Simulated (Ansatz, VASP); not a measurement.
# Si2W in two plane-wave programs, part 2 of 2

Aim: how closely do two programs agree when they are given the same cell, functional and k mesh? The cell is taken from a series of runs on this material, whose earlier steps may have relaxed, scaled, displaced or heated it; both programs get it as it stands.

VASP 6.6.1 and Ansatz 0.2.0.

So far: Set-up; Ansatz: zone-centre phonons, LDA.

### Step 3. VASP: zone-centre phonons, LDA

Level of this step: LDA; plane waves and PAW (Si, W) (VASP).

The same cell, functional (in two slightly different forms), mesh and smearing now go to VASP, with its own data sets.

Lines of VASP's logs that name or quote its potential files are left out, and so is its time.

INCAR reads:

```
SYSTEM = Si2W
PREC = Accurate
ENCUT = 600
EDIFF = 1E-08
NELM = 120
ISMEAR = 1
SIGMA = 0.2
LREAL = .FALSE.
ALGO = Normal
GGA = CA
NBANDS = 13
LASPH = .TRUE.
LORBIT = 11
LWAVE = .FALSE.
LCHARG = .FALSE.
ISIF = 2
IBRION = 8
GGA_COMPAT = .FALSE.
KPAR = 2
```

POSCAR reads:

```
Si2W
1.0
   -1.5814706319      1.5814706319      3.8636180944
    1.5814706319     -1.5814706319      3.8636180944
    1.5814706319      1.5814706319     -3.8636180944
Si W
2 1
Direct
    0.3343759688      0.3343759688      0.0000000000
    0.6656240312      0.6656240312      0.0000000000
    0.0000000000      0.0000000000      0.0000000000
```

KPOINTS reads:

```
Automatic mesh
0
Gamma
20 20 20
0 0 0
```

Potentials, in the order of the species: Si and W (LDA family, release 64).

Launch:

```sh
$ mpirun -np 2 vasp_std
```

Numbers of over 12 decimals in the logs are rounded to 6 here.

Log:

```text
[banner, memory and clock lines left out]
running    2 mpi-ranks, on    1 nodes
 distrk:  each k-point on    1 cores,    2 groups
 distr:  one band on    1 cores,    1 groups

 POSCAR found type information on POSCAR SiW
 POSCAR found :  2 types and       3 ions
 LDA part: xc-table for (Slater(with rela. corr.)+CA(PZ))
 , standard interpolation
 POSCAR, INCAR and KPOINTS ok, starting setup
 FFT: planning ... GRIDC
 FFT: planning ... GRID_SOFT
 FFT: planning ... GRID
 WAVECAR not read
 entering main loop
       N       E                     dE             d eps       ncg     rms          rms(c)
DAV:   1     0.321669825484E+02    0.32167E+02   -0.66834E+03 16674   0.106E+03
DAV:   2    -0.256747057069E+02   -0.57842E+02   -0.52877E+02 20683   0.195E+02
DAV:   3    -0.282604364592E+02   -0.25857E+01   -0.25137E+01 22627   0.343E+01
DAV:   4    -0.282918028289E+02   -0.31366E-01   -0.31322E-01 19670   0.415E+00
DAV:   5    -0.282921814108E+02   -0.37858E-03   -0.37850E-03 23532   0.429E-01    0.273E+01
DAV:   6    -0.275904737749E+02    0.70171E+00   -0.17927E+00 22684   0.841E+00    0.117E+01
DAV:   7    -0.274624577617E+02    0.12802E+00   -0.17804E-01 18812   0.282E+00    0.524E+00
DAV:   8    -0.274397806733E+02    0.22677E-01   -0.33831E-02 21777   0.139E+00    0.485E-01
DAV:   9    -0.274395750487E+02    0.20562E-03   -0.14551E-03 19865   0.268E-01    0.259E-01
DAV:  10    -0.274394986173E+02    0.76431E-04   -0.30474E-04 20866   0.102E-01    0.713E-02
DAV:  11    -0.274394844450E+02    0.14172E-04   -0.44540E-05 20342   0.447E-02    0.239E-02
DAV:  12    -0.274394845864E+02   -0.14141E-06   -0.14667E-06 20694   0.923E-03    0.110E-02
DAV:  13    -0.274394845212E+02    0.65218E-07   -0.16826E-07 20789   0.278E-03    0.166E-03
DAV:  14    -0.274394845200E+02    0.11346E-08   -0.66779E-09 13278   0.618E-04
   1 F= -.27439485E+02 E0= -.27439716E+02  d E =0.693522E-03
 Linear response reoptimize wavefunctions to high precision
DAV:   1    -0.274394845201E+02   -0.64801E-10   -0.78964E-10 15203   0.252E-04
 Linear response DOF=           4
 Linear response progress:
  Degree of freedom:   1/  4
       N       E                     dE             d eps       ncg     rms          rms(c)
RMM:   1    -0.186196418242E-01   -0.18620E-01    0.13973E-02133774   0.921E-01
RMM:   2    -0.171735598530E-01    0.14461E-02   -0.69648E-04 87748   0.213E-01    0.990E-02
RMM:   3    -0.172440364733E-01   -0.70477E-04   -0.16875E-04 88872   0.655E-02    0.530E-02
RMM:   4    -0.174202050222E-01   -0.17617E-03   -0.10404E-04 88233   0.487E-02    0.122E-02
RMM:   5    -0.174089625738E-01    0.11242E-04   -0.17995E-06 92069   0.961E-03    0.124E-03
RMM:   6    -0.174143595121E-01   -0.53969E-05   -0.27686E-07 93411   0.166E-03    0.742E-04
RMM:   7    -0.174143830522E-01   -0.23540E-07    0.76212E-10 94941   0.356E-04    0.729E-05
RMM:   8    -0.174147984308E-01   -0.41538E-06   -0.11364E-08 96360   0.121E-04    0.197E-05
RMM:   9    -0.174147817833E-01    0.16648E-07   -0.21246E-09100039   0.334E-05    0.341E-06
RMM:  10    -0.174147962418E-01   -0.14459E-07   -0.28882E-09 98590   0.177E-05    0.130E-06
RMM:  11    -0.174147975218E-01   -0.12800E-08    0.14268E-09 91265   0.135E-05    0.239E-07
 first order change of Fermi-energy   0.17077E-04
 force on displaced ion       1 direction 1 :  -9.644   0.000  -0.000
 Linear response progress:
  Degree of freedom:   2/  4
       N       E                     dE             d eps       ncg     rms          rms(c)
RMM:   1    -0.263143576347E-01   -0.26314E-01    0.36520E-02 41363   0.113E+00
RMM:   2    -0.234197407691E-01    0.28946E-02   -0.11606E-03 26678   0.275E-01    0.155E-01
RMM:   3    -0.233886303193E-01    0.31110E-04   -0.56820E-04 26690   0.113E-01    0.104E-01
RMM:   4    -0.234807727850E-01   -0.92142E-04   -0.68844E-05 27800   0.402E-02    0.424E-02
RMM:   5    -0.235286292787E-01   -0.47856E-04   -0.52578E-06 27760   0.113E-02    0.131E-02
RMM:   6    -0.235334698285E-01   -0.48405E-05   -0.42824E-07 28124   0.348E-03    0.194E-03
RMM:   7    -0.235320363456E-01    0.14335E-05   -0.65797E-08 28698   0.124E-03    0.581E-04
RMM:   8    -0.235321657725E-01   -0.12943E-06   -0.75176E-09 29690   0.223E-04    0.108E-04
RMM:   9    -0.235324583725E-01   -0.29260E-06   -0.39178E-09 29480   0.686E-05    0.160E-05
RMM:  10    -0.235324431419E-01    0.15231E-07   -0.64583E-10 30664   0.223E-05    0.426E-06
RMM:  11    -0.235324441451E-01   -0.10032E-08    0.40814E-10 29122   0.149E-05    0.881E-07
 first order change of Fermi-energy  -0.40654E+00
 force on displaced ion       1 direction 3 :  -0.000  -0.000 -15.355
 Linear response progress:
  Degree of freedom:   3/  4
       N       E                     dE             d eps       ncg     rms          rms(c)
RMM:   1    -0.122934346330E+00   -0.12293E+00   -0.10514E-01 58619   0.180E+00
RMM:   2    -0.121813574272E+00    0.11208E-02   -0.13882E-03 47160   0.252E-01    0.156E-01
RMM:   3    -0.121474026344E+00    0.33955E-03   -0.20342E-04 48428   0.795E-02    0.878E-02
RMM:   4    -0.121616099421E+00   -0.14207E-03   -0.24488E-04 47936   0.899E-02    0.124E-02
RMM:   5    -0.121613605129E+00    0.24943E-05   -0.78076E-06 51153   0.176E-02    0.323E-03
RMM:   6    -0.121622025187E+00   -0.84201E-05   -0.15450E-07 51006   0.233E-03    0.901E-04
RMM:   7    -0.121622400563E+00   -0.37538E-06   -0.14550E-08 52743   0.584E-04    0.112E-04
RMM:   8    -0.121622298397E+00    0.10217E-06   -0.59443E-09 53270   0.126E-04    0.407E-05
RMM:   9    -0.121622105469E+00    0.19293E-06   -0.67416E-09 54911   0.550E-05    0.465E-06
RMM:  10    -0.121622091651E+00    0.13819E-07   -0.12836E-08 55164   0.323E-05    0.259E-06
RMM:  11    -0.121622096192E+00   -0.45416E-08    0.76099E-10 51489   0.284E-05    0.205E-07
 first order change of Fermi-energy  -0.82246E-03
 force on displaced ion       3 direction 1 : -12.233  -0.000  -0.000
 Linear response progress:
  Degree of freedom:   4/  4
       N       E                     dE             d eps       ncg     rms          rms(c)
RMM:   1    -0.140395348158E+00   -0.14040E+00   -0.12850E-01 32023   0.186E+00
RMM:   2    -0.135852461150E+00    0.45429E-02   -0.21960E-03 25773   0.310E-01    0.184E-01
RMM:   3    -0.135221923604E+00    0.63054E-03   -0.79843E-04 26827   0.134E-01    0.968E-02
RMM:   4    -0.135284234202E+00   -0.62311E-04   -0.26537E-04 26817   0.895E-02    0.290E-02
RMM:   5    -0.135359220155E+00   -0.74986E-04   -0.41271E-05 26646   0.382E-02    0.659E-03
RMM:   6    -0.135370917456E+00   -0.11697E-04   -0.66958E-07 28951   0.506E-03    0.181E-03
RMM:   7    -0.135366523045E+00    0.43944E-05   -0.81686E-08 27944   0.138E-03    0.228E-04
RMM:   8    -0.135367624297E+00   -0.11013E-05   -0.53484E-09 29127   0.343E-04    0.924E-05
RMM:   9    -0.135367728213E+00   -0.10392E-06   -0.28529E-09 30180   0.864E-05    0.495E-05
RMM:  10    -0.135367678801E+00    0.49412E-07   -0.52152E-09 29749   0.470E-05    0.593E-06
RMM:  11    -0.135367712900E+00   -0.34098E-07   -0.68101E-09 30715   0.338E-05    0.140E-06
RMM:  12    -0.135367714808E+00   -0.19084E-08   -0.77956E-09 29394   0.269E-05    0.517E-07
 first order change of Fermi-energy   0.48895E-03
 force on displaced ion       3 direction 3 :   0.000   0.000 -16.512
 Linear response finished
```

OUTCAR, selected parts (step 3):

```text
ion  position               nearest neighbor table
   1  0.334  0.334  0.000-   2 2.56   3 2.58   3 2.58   3 2.58   3 2.58   3 2.58   2 2.59   2 2.59
                             2 2.59   2 2.59
   2  0.666  0.666  0.000-   1 2.56   3 2.58   3 2.58   3 2.58   3 2.58   3 2.58   1 2.59   1 2.59
                             1 2.59   1 2.59
   3  0.000  0.000  0.000-   2 2.58   2 2.58   2 2.58   1 2.58   2 2.58   1 2.58   1 2.58   1 2.58
                             1 2.58   2 2.58

  LATTYP: Found a body centered tetragonal cell.
 ALAT       =     3.1629412638
 C/A-ratio  =     2.4430539629

 Subroutine GETGRP returns: Found 16 space group operations
 (whereof 16 operations were pure point group operations)

The static configuration has the point symmetry D_4h.

 Found    641 irreducible k-points:

   k-points           NKPTS =    641   k-points in BZ     NKDIM =    641   number of bands    NBANDS=     13

   dimension x,y,z NGX =    36 NGY =   36 NGZ =   36
   dimension x,y,z NGXF=    72 NGYF=   72 NGZF=   72

   ENCUT  =  600.0 eV  44.10 Ry    6.64 a.u.   8.92  8.92  8.92*2*pi/ulx,y,z

   NELECT =      14.0000    total number of electrons

 k-points in reciprocal lattice and weights: Automatic mesh
   0.00000000  0.00000000  0.00000000       0.000
   0.05000000  0.00000000 -0.00000000       0.001
   0.10000000  0.00000000 -0.00000000       0.001
   0.15000000  0.00000000 -0.00000000       0.001
   0.20000000  0.00000000 -0.00000000       0.001
   0.25000000  0.00000000  0.00000000       0.001
   0.30000000  0.00000000 -0.00000000       0.001
   0.35000000  0.00000000 -0.00000000       0.001
   0.40000000 -0.00000000  0.00000000       0.001
[...]
-0.45000000 -0.45000000  0.45000000       0.000
   0.50000000  0.50000000  0.50000000       0.000

 average (electrostatic) potential at core
       1 -80.2020       2 -80.2020       3 -34.4846

  Total        1.2880257      1.2880257      1.3228851      0.0000000      0.0000000      0.0000000
  in kB       53.3898444     53.3898444     54.8348015      0.0000000      0.0000000      0.0000000
  external PRESSURE =      53.8714967 kB  Pullay stress =       0.0000000 kB

  energy-cutoff  :      600.00
  volume of cell :       38.65
      direct lattice vectors                 reciprocal lattice vectors
    -1.581470632  1.581470632  3.863618094     0.000000000  0.316161420  0.129412377
     1.581470632 -1.581470632  3.863618094     0.316161420  0.000000000  0.129412377
     1.581470632  1.581470632 -3.863618094     0.316161420  0.316161420  0.000000000

 POSITION                                       TOTAL-FORCE (eV/Angst)
 -----------------------------------------------------------------------------------
      0.00000      0.00000      2.58380         0.000000      0.000000     -0.009390
      0.00000      0.00000      5.14343         0.000000      0.000000      0.009390
      0.00000      0.00000      0.00000        -0.000000     -0.000000     -0.000000
 -----------------------------------------------------------------------------------
    total drift:                                0.000000      0.000000      0.000000

 Eigenvectors and eigenvalues of the dynamical matrix
 ----------------------------------------------------

   1 f  =   13.978853 THz    87.831723 2PiTHz  466.284339 cm-1    57.811864 meV
             X         Y         Z           dx          dy          dz
      0.000000  0.000000  2.583802    -0.000000   -0.000000   -0.707107
      0.000000  0.000000  5.143434     0.000000   -0.000000    0.707107
      0.000000  0.000000  0.000000     0.000000    0.000000    0.000000

   2 f  =   10.707044 THz    67.274344 2PiTHz  357.148556 cm-1    44.280757 meV
             X         Y         Z           dx          dy          dz
      0.000000  0.000000  2.583802    -0.490847    0.508988   -0.000000
      0.000000  0.000000  5.143434     0.490847   -0.508988    0.000000
      0.000000  0.000000  0.000000    -0.000000   -0.000000    0.000000

   3 f  =   10.707044 THz    67.274344 2PiTHz  357.148556 cm-1    44.280757 meV
             X         Y         Z           dx          dy          dz
      0.000000  0.000000  2.583802     0.508988    0.490847   -0.000000
      0.000000  0.000000  5.143434    -0.508988   -0.490847    0.000000
      0.000000  0.000000  0.000000    -0.000000    0.000000    0.000000

   4 f  =    9.684414 THz    60.848967 2PiTHz  323.037275 cm-1    40.051500 meV
             X         Y         Z           dx          dy          dz
      0.000000  0.000000  2.583802    -0.000000    0.000000   -0.618854
      0.000000  0.000000  5.143434    -0.000000    0.000000   -0.618854
      0.000000  0.000000  0.000000     0.000000    0.000000    0.483776

   5 f  =    8.335297 THz    52.372213 2PiTHz  278.035568 cm-1    34.472002 meV
             X         Y         Z           dx          dy          dz
      0.000000  0.000000  2.583802     0.000000    0.618844    0.000000
      0.000000  0.000000  5.143434     0.000000    0.618844    0.000000
      0.000000  0.000000  0.000000    -0.000000   -0.483801    0.000000

   6 f  =    8.335297 THz    52.372213 2PiTHz  278.035568 cm-1    34.472002 meV
             X         Y         Z           dx          dy          dz
      0.000000  0.000000  2.583802    -0.618844    0.000000    0.000000
      0.000000  0.000000  5.143434    -0.618844    0.000000   -0.000000
      0.000000  0.000000  0.000000     0.483801    0.000000    0.000000

   7 f/i=    0.000194 THz     0.001216 2PiTHz    0.006457 cm-1     0.000801 meV
             X         Y         Z           dx          dy          dz
      0.000000  0.000000  2.583802    -0.000000   -0.000000    0.342081
      0.000000  0.000000  5.143434    -0.000000   -0.000000    0.342081
      0.000000  0.000000  0.000000    -0.000000   -0.000000    0.875192

   8 f/i=    0.000410 THz     0.002576 2PiTHz    0.013674 cm-1     0.001695 meV
             X         Y         Z           dx          dy          dz
      0.000000  0.000000  2.583802    -0.063496   -0.336155   -0.000000
      0.000000  0.000000  5.143434    -0.063496   -0.336155   -0.000000
      0.000000  0.000000  0.000000    -0.162440   -0.859971   -0.000000

   9 f/i=    0.000410 THz     0.002576 2PiTHz    0.013674 cm-1     0.001695 meV
             X         Y         Z           dx          dy          dz
      0.000000  0.000000  2.583802    -0.336155    0.063496    0.000000
      0.000000  0.000000  5.143434    -0.336155    0.063496    0.000000
      0.000000  0.000000  0.000000    -0.859971    0.162440    0.000000

 ELASTIC MODULI CONTR FROM IONIC RELAXATION (kBar)
 Direction    XX          YY          ZZ          XY          YZ          ZX
 --------------------------------------------------------------------------------
 XX         -32.3881    -32.3881    -32.1605      0.0000      0.0000     -0.0000
 YY         -32.3881    -32.3881    -32.1605      0.0000      0.0000     -0.0000
 ZZ         -32.1605    -32.1605    -31.9345      0.0000      0.0000     -0.0000
 XY           0.0000      0.0000      0.0000      0.0000      0.0000      0.0000
 YZ           0.0000      0.0000      0.0000      0.0000    -41.6101      0.0000
 ZX          -0.0000     -0.0000     -0.0000      0.0000      0.0000    -17.1772
 --------------------------------------------------------------------------------
```

The data set W keeps the semicore shell frozen, which is cheaper and a little less accurate.

### Step 4. Differences

Known differences besides the potentials themselves: the two LDA forms differ slightly; the data sets hold 22 valence electrons in Ansatz (on its PAW soft_1 files) and 14 in VASP; the cutoff is 420 eV in Ansatz and 600 eV in VASP; VASP's log shows a relativistic correction to its local exchange, Ansatz's none. Total energies have different zeros and are not compared.

Compared:

```
                  quantity  Ansatz   VASP  difference
optical mode 1 to 2 (cm⁻¹)   275.3  278.0     -0.99 %
     optical mode 3 (cm⁻¹)   320.2  323.0     -0.87 %
optical mode 4 to 5 (cm⁻¹)   354.8  357.1     -0.65 %
     optical mode 6 (cm⁻¹)   463.5  466.3     -0.61 %
```

Modes are paired by rising frequency, not by their patterns, so a pair may set unlike modes beside each other; they are those without the splitting of longitudinal modes.

### Step 5. Outcome

| Item | Value |
| --- | --- |
| r.m.s. difference of the optical zone-centre modes, each program's sorted by frequency (zone-centre phonons, LDA) | 2.6 cm⁻¹ |
| difference in optical mode 1 to 2 (zone-centre phonons, LDA) | -1.0 % |

The r.m.s. difference of the optical zone-centre modes, each program's sorted by frequency is 2.6 cm⁻¹ (zone-centre phonons, LDA). The data sets hold unlike numbers of valence electrons (22 in Ansatz and 14 in VASP), so part of the differences comes from the potentials. Among the rows given in per cent, the largest difference of the zone-centre phonons, LDA pair is in optical mode 1 to 2, -1.0 %. How closely two codes agree says nothing of how well the functional describes the real material.

[Lines on the potential files, build, host, timing and source positions are cut from VASP's logs without a mark.]

[Logs are printed without paths, hosts, clocks, repeated set-up lines and the standing remarks that a program may print on its own settings, such as how far it seeks lower states.]

[Hosts, paths, dates, database ids (printed as entryN), source tags and the programs' standing remarks are cut or masked in the printed files.]
